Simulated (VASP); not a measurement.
Calculation: PBE GGA, VASP's PBE PAW potentials (set 64) (plane waves; VASP).

VASP input:

**POSCAR**
```
Pr
1.0
  3.6723410000   0.0000000000   0.0000000000
 -1.8361700000   3.1803410000   0.0000000000
  0.0000000000   0.0000000000  11.8157820000
Pr
4
Direct
  0.0000000000   0.0000000000   0.0000000000
  0.0000000000   0.0000000000   0.5000000000
  0.3333330000   0.6666670000   0.2500000000
  0.6666670000   0.3333330000   0.7500000000
```

**INCAR**
```
SYSTEM = Pr
PREC = Accurate
ENCUT = 300
EDIFF = 1E-6
NELM = 100
ALGO = Normal
LREAL = .FALSE.
LASPH = .TRUE.
ISMEAR = -1
SIGMA = 0.1
GGA = PE
LMAXMIX = 6
LWAVE = .FALSE.
LCHARG = .FALSE.
ISIF = 2
ISPIN = 2
MAGMOM = 2.0 2.0 2.0 2.0
LORBIT = 11
```

**KPOINTS**
```
Automatic
0
Gamma
 3 3 1
0 0 0
```

POTCAR, in this order: Pr (PBE.64 set). Program: vasp_std.

What VASP printed:

### OSZICAR
```
...
DAV:  12    -0.340441330465E+02   -0.24644E+01   -0.13435E+01   829   0.134E+01    0.558E+01
DAV:  13    -0.341506245880E+02   -0.10649E+00   -0.64053E+00   840   0.806E+00    0.608E+01
DAV:  14    -0.338392382001E+02    0.31139E+00   -0.11775E+00   784   0.464E+00    0.575E+01
DAV:  15    -0.327682043348E+02    0.10710E+01   -0.93399E-01   768   0.470E+00    0.510E+01
DAV:  16    -0.319219966716E+02    0.84621E+00   -0.17706E+00   776   0.553E+00    0.432E+01
DAV:  17    -0.301371038248E+02    0.17849E+01   -0.81309E-01   744   0.460E+00    0.443E+01
DAV:  18    -0.295278979316E+02    0.60921E+00   -0.63832E-01   840   0.390E+00    0.478E+01
DAV:  19    -0.290306821166E+02    0.49722E+00   -0.91302E-01   776   0.459E+00    0.517E+01
DAV:  20    -0.260723725047E+02    0.29583E+01   -0.99682E+00   658   0.146E+01    0.331E+01
DAV:  21    -0.254978316644E+02    0.57454E+00   -0.10740E+00   789   0.579E+00    0.339E+01
DAV:  22    -0.225231333336E+02    0.29747E+01   -0.26598E+00   749   0.830E+00    0.254E+01
DAV:  23    -0.218449888101E+02    0.67814E+00   -0.79881E+00   816   0.932E+00    0.230E+01
DAV:  24    -0.222048834066E+02   -0.35989E+00   -0.39226E+00   756   0.105E+01    0.198E+01
DAV:  25    -0.222115817242E+02   -0.66983E-02   -0.87886E-01   808   0.332E+00    0.186E+01
DAV:  26    -0.222327807601E+02   -0.21199E-01   -0.30256E-01   816   0.148E+00    0.181E+01
DAV:  27    -0.222784621238E+02   -0.45681E-01   -0.20688E-01   744   0.179E+00    0.195E+01
DAV:  28    -0.220112137808E+02    0.26725E+00   -0.24066E-01   738   0.262E+00    0.160E+01
DAV:  29    -0.224089306968E+02   -0.39772E+00   -0.17492E+00   752   0.448E+00    0.217E+01
DAV:  30    -0.224124442883E+02   -0.35136E-02   -0.25865E-01   738   0.169E+00    0.215E+01
DAV:  31    -0.223861305929E+02    0.26314E-01   -0.64215E-02   840   0.825E-01    0.220E+01
DAV:  32    -0.220014141895E+02    0.38472E+00   -0.27638E-01   736   0.287E+00    0.183E+01
DAV:  33    -0.218121632294E+02    0.18925E+00   -0.96996E-01   784   0.364E+00    0.167E+01
DAV:  34    -0.218562798138E+02   -0.44117E-01   -0.43461E-01   767   0.307E+00    0.169E+01
DAV:  35    -0.218979830975E+02   -0.41703E-01   -0.31146E-01   784   0.199E+00    0.207E+01
DAV:  36    -0.218111455134E+02    0.86838E-01   -0.85649E-02   789   0.120E+00    0.209E+01
DAV:  37    -0.217773758447E+02    0.33770E-01   -0.73268E-02   760   0.106E+00    0.225E+01
DAV:  38    -0.217483763342E+02    0.29000E-01   -0.57530E-01   784   0.234E+00    0.241E+01
DAV:  39    -0.217861047518E+02   -0.37728E-01   -0.17808E-01   789   0.185E+00    0.238E+01
DAV:  40    -0.219326189755E+02   -0.14651E+00   -0.19498E-01   752   0.195E+00    0.261E+01
DAV:  41    -0.219440592277E+02   -0.11440E-01   -0.75590E-02   768   0.962E-01    0.259E+01
DAV:  42    -0.220228760835E+02   -0.78817E-01   -0.16573E-01   720   0.169E+00    0.312E+01
DAV:  43    -0.220134117272E+02    0.94644E-02   -0.34399E-01   765   0.192E+00    0.338E+01
DAV:  44    -0.220118927306E+02    0.15190E-02   -0.95554E-02   744   0.108E+00    0.340E+01
DAV:  45    -0.220648046192E+02   -0.52912E-01   -0.44040E-02   773   0.903E-01    0.343E+01
DAV:  46    -0.221413907797E+02   -0.76586E-01   -0.24830E-01   752   0.176E+00    0.342E+01
DAV:  47    -0.221479436402E+02   -0.65529E-02   -0.63550E-02   773   0.106E+00    0.345E+01
DAV:  48    -0.221501381515E+02   -0.21945E-02   -0.21187E-02   824   0.583E-01    0.343E+01
DAV:  49    -0.221722692534E+02   -0.22131E-01   -0.16813E-02   749   0.563E-01    0.341E+01
DAV:  50    -0.221834155377E+02   -0.11146E-01   -0.99771E-03   800   0.285E-01    0.342E+01
DAV:  51    -0.220377330705E+02    0.14568E+00   -0.80293E-01   757   0.316E+00    0.377E+01
DAV:  52    -0.220324407331E+02    0.52923E-02   -0.17039E-01   832   0.146E+00    0.370E+01
DAV:  53    -0.220291379951E+02    0.33027E-02   -0.72456E-02   824   0.723E-01    0.369E+01
DAV:  54    -0.220335384683E+02   -0.44005E-02   -0.97904E-02   736   0.104E+00    0.359E+01
DAV:  55    -0.220028536547E+02    0.30685E-01   -0.60853E-02   808   0.619E-01    0.359E+01
DAV:  56    -0.214531063412E+02    0.54975E+00   -0.15336E+00   663   0.622E+00    0.248E+01
DAV:  57    -0.215877119658E+02   -0.13461E+00   -0.29539E-01   829   0.258E+00    0.243E+01
DAV:  58    -0.216331848429E+02   -0.45473E-01   -0.11118E-01   824   0.138E+00    0.236E+01
DAV:  59    -0.216350248539E+02   -0.18400E-02   -0.69531E-02   784   0.105E+00    0.237E+01
DAV:  60    -0.216074910235E+02    0.27534E-01   -0.69512E-01   704   0.373E+00    0.203E+01
DAV:  61    -0.216477671672E+02   -0.40276E-01   -0.95916E-01   701   0.434E+00    0.148E+01
DAV:  62    -0.216881483131E+02   -0.40381E-01   -0.37725E-01   821   0.229E+00    0.147E+01
DAV:  63    -0.216714287781E+02    0.16720E-01   -0.55614E-01   688   0.291E+00    0.122E+01
DAV:  64    -0.217427517451E+02   -0.71323E-01   -0.37225E-01   770   0.224E+00    0.113E+01
DAV:  65    -0.217661922419E+02   -0.23440E-01   -0.52523E-01   768   0.227E+00    0.104E+01
DAV:  66    -0.218495953107E+02   -0.83403E-01   -0.24934E-01   767   0.187E+00    0.112E+01
DAV:  67    -0.218658774720E+02   -0.16282E-01   -0.13066E-01   816   0.663E-01    0.109E+01
DAV:  68    -0.218591760417E+02    0.67014E-02   -0.12909E-01   744   0.106E+00    0.101E+01
DAV:  69    -0.218778774012E+02   -0.18701E-01   -0.13533E-01   701   0.152E+00    0.117E+01
DAV:  70    -0.218919599297E+02   -0.14083E-01   -0.14525E-01   754   0.755E-01    0.112E+01
DAV:  71    -0.215034227116E+02    0.38854E+00   -0.15709E+00   696   0.630E+00    0.120E+01
DAV:  72    -0.216681219408E+02   -0.16470E+00   -0.59524E-01   756   0.253E+00    0.120E+01
DAV:  73    -0.217200827269E+02   -0.51961E-01   -0.21117E-01   813   0.915E-01    0.117E+01
DAV:  74    -0.217110483412E+02    0.90344E-02   -0.11651E-01   810   0.606E-01    0.116E+01
DAV:  75    -0.217194300946E+02   -0.83818E-02   -0.77337E-02   816   0.354E-01    0.115E+01
DAV:  76    -0.216550012425E+02    0.64429E-01   -0.22614E-01   728   0.187E+00    0.127E+01
DAV:  77    -0.218049505096E+02   -0.14995E+00   -0.22455E-01   752   0.200E+00    0.106E+01
DAV:  78    -0.218389845625E+02   -0.34034E-01   -0.30554E-01   744   0.221E+00    0.819E+00
DAV:  79    -0.219322447668E+02   -0.93260E-01   -0.19520E-01   776   0.188E+00    0.766E+00
DAV:  80    -0.219595011964E+02   -0.27256E-01   -0.11055E-01   832   0.945E-01    0.801E+00
DAV:  81    -0.219743777236E+02   -0.14877E-01   -0.91800E-02   768   0.828E-01    0.846E+00
DAV:  82    -0.219792930518E+02   -0.49153E-02   -0.64656E-02   800   0.497E-01    0.849E+00
DAV:  83    -0.219809322586E+02   -0.16392E-02   -0.39091E-02   808   0.406E-01    0.821E+00
DAV:  84    -0.219811920350E+02   -0.25978E-03   -0.37390E-02   736   0.340E-01    0.785E+00
DAV:  85    -0.219712092772E+02    0.99828E-02   -0.50643E-02   744   0.673E-01    0.716E+00
DAV:  86    -0.218254539384E+02    0.14576E+00   -0.21336E-01   720   0.232E+00    0.601E+00
DAV:  87    -0.218058313792E+02    0.19623E-01   -0.16281E-01   776   0.195E+00    0.465E+00
DAV:  88    -0.218320780021E+02   -0.26247E-01   -0.14721E-01   832   0.174E+00    0.392E+00
DAV:  89    -0.218347103789E+02   -0.26324E-02   -0.90312E-02   832   0.912E-01    0.368E+00
DAV:  90    -0.217981672529E+02    0.36543E-01   -0.73899E-02   792   0.786E-01    0.384E+00
DAV:  91    -0.217432390089E+02    0.54928E-01   -0.21642E-01   744   0.227E+00    0.517E+00
DAV:  92    -0.218011921206E+02   -0.57953E-01   -0.10684E-01   832   0.146E+00    0.608E+00
DAV:  93    -0.219529298978E+02   -0.15174E+00   -0.94051E-02   752   0.151E+00    0.659E+00
DAV:  94    -0.219505667054E+02    0.23632E-02   -0.63000E-02   816   0.782E-01    0.622E+00
DAV:  95    -0.219609514884E+02   -0.10385E-01   -0.49117E-02   805   0.404E-01    0.626E+00
DAV:  96    -0.219707867422E+02   -0.98353E-02   -0.62271E-02   752   0.830E-01    0.751E+00
DAV:  97    -0.219753108498E+02   -0.45241E-02   -0.62100E-02   781   0.648E-01    0.772E+00
DAV:  98    -0.219778099332E+02   -0.24991E-02   -0.58293E-02   744   0.595E-01    0.764E+00
DAV:  99    -0.219689016124E+02    0.89083E-02   -0.46611E-02   760   0.370E-01    0.777E+00
DAV: 100    -0.219714760338E+02   -0.25744E-02   -0.39017E-02   776   0.463E-01
   1 F= -.21971476E+02 E0= -.21626667E+02  d E =-.689619E+00  mag=     9.4576
```

OUTCAR:
```
------------------------ aborting loop EDIFF was not reached (unconverged)  ----------------------------
  FORCE on cell =-STRESS in cart. coord.  units (eV):
  Direction    XX          YY          ZZ          XY          YZ          ZX
  --------------------------------------------------------------------------------------
  Total      -35.4297830    -35.4297920    -32.4685635     -0.0000056     -0.0000000      0.0000000
  in kB     -411.3390261   -411.3391302   -376.9593306     -0.0000647     -0.0000000      0.0000000
  external PRESSURE =    -399.8791623 kB  Pullay stress =       0.0000000 kB
  volume of cell :      138.00
      direct lattice vectors                 reciprocal lattice vectors
     3.672341000  0.000000000  0.000000000     0.272305867  0.157215803  0.000000000
    -1.836170000  3.180341000  0.000000000     0.000000000  0.314431691  0.000000000
     0.000000000  0.000000000 11.815782000     0.000000000  0.000000000  0.084632570
 POSITION                                       TOTAL-FORCE (eV/Angst)
 -----------------------------------------------------------------------------------
      0.00000      0.00000      0.00000        -0.000000      0.000000     -0.000000
      0.00000      0.00000      5.90789        -0.000000      0.000000     -0.000000
     -0.00000      2.12023      2.95395        -0.000000      0.000000      0.000000
      1.83617      1.06011      8.86184         0.000000      0.000000      0.000000
 -----------------------------------------------------------------------------------
    total drift:                                0.000000     -0.000000      0.000000
  FREE ENERGIE OF THE ION-ELECTRON SYSTEM (eV)
  ---------------------------------------------------
  free  energy   TOTEN  =       -21.9714760338 eV

  energy  without entropy=      -21.2818572686  energy(sigma->0) =      -21.62666665

 total charge

# of ion       s       p       d       f       tot
--------------------------------------------------
    1        1.984   5.283   0.655   1.948   9.869
    2        1.984   5.283   0.655   1.948   9.869
    3        1.984   5.285   0.631   2.148  10.047
    4        1.984   5.285   0.631   2.148  10.047
--------------------------------------------------
tot          7.935  21.135   2.571   8.191  39.833

 magnetization (x)

# of ion       s       p       d       f       tot
--------------------------------------------------
    1       -0.012  -0.029   0.017   1.852   1.829
    2       -0.012  -0.029   0.017   1.852   1.829
    3       -0.014  -0.027   0.040   2.052   2.051
    4       -0.014  -0.027   0.040   2.052   2.051
--------------------------------------------------
tot         -0.053  -0.110   0.114   7.808   7.759
```
(Selected blocks of OUTCAR.)

**stdout**
```
...
 -----------------------------------------------------------------------------
|                                                                             |
|           W    W    AA    RRRRR   N    N  II  N    N   GGGG   !!!           |
|           W    W   A  A   R    R  NN   N  II  NN   N  G    G  !!!           |
|           W    W  A    A  R    R  N N  N  II  N N  N  G       !!!           |
|           W WW W  AAAAAA  RRRRR   N  N N  II  N  N N  G  GGG   !            |
|           WW  WW  A    A  R   R   N   NN  II  N   NN  G    G                |
|           W    W  A    A  R    R  N    N  II  N    N   GGGG   !!!           |
|                                                                             |
|     The electronic self-consistency was not achieved in the given           |
|     number of steps (NELM). The forces and other quantities evaluated       |
|     might not be reliable so examine the results carefully. If you find     |
|     spurious results, we suggest increasing NELM, if you were close to      |
|     convergence or switching to a different ALGO or adjusting the           |
|     density mixing parameters otherwise.                                    |
|                                                                             |
 -----------------------------------------------------------------------------

 -----------------------------------------------------------------------------
|                                                                             |
|           W    W    AA    RRRRR   N    N  II  N    N   GGGG   !!!           |
|           W    W   A  A   R    R  NN   N  II  NN   N  G    G  !!!           |
|           W    W  A    A  R    R  N N  N  II  N N  N  G       !!!           |
|           W WW W  AAAAAA  RRRRR   N  N N  II  N  N N  G  GGG   !            |
|           WW  WW  A    A  R   R   N   NN  II  N   NN  G    G                |
|           W    W  A    A  R    R  N    N  II  N    N   GGGG   !!!           |
|                                                                             |
|     Your highest band is occupied at some k-points! Unless you are          |
|     performing a calculation for an insulator or semiconductor, without     |
|     unoccupied bands, you have included TOO FEW BANDS!! Please increase     |
|     the parameter NBANDS in file INCAR to ensure that the highest band      |
|     is unoccupied at all k-points. It is always recommended to include      |
|     a few unoccupied bands to accelerate the convergence of                 |
|     molecular-dynamics runs (even for insulators or semiconductors),        |
|     since the presence of unoccupied bands improves wavefunction            |
|     prediction and helps to suppress 'band-crossings'.                      |
|                                                                             |
 -----------------------------------------------------------------------------

   1 F= -.21971476E+02 E0= -.21626667E+02  d E =-.689619E+00  mag=     9.4576
```

The run did not converge; its last values are not results.

At this cut-off the stress carries a Pulay error, which pulls relaxed volumes low.

The structure was generated: Pr was put into an ordered model structure, which need not be its known phase. The cell was not relaxed at this level. The k-mesh is coarse (spacing up to 0.66 per Å, 2π included), so the numbers may not be converged in it. The run is one of a series of settings (KPOINTS 3×3×1 Γ-centred mesh against the base run), some of them coarse on purpose. VASP warned that the highest band is occupied, so more bands are needed.
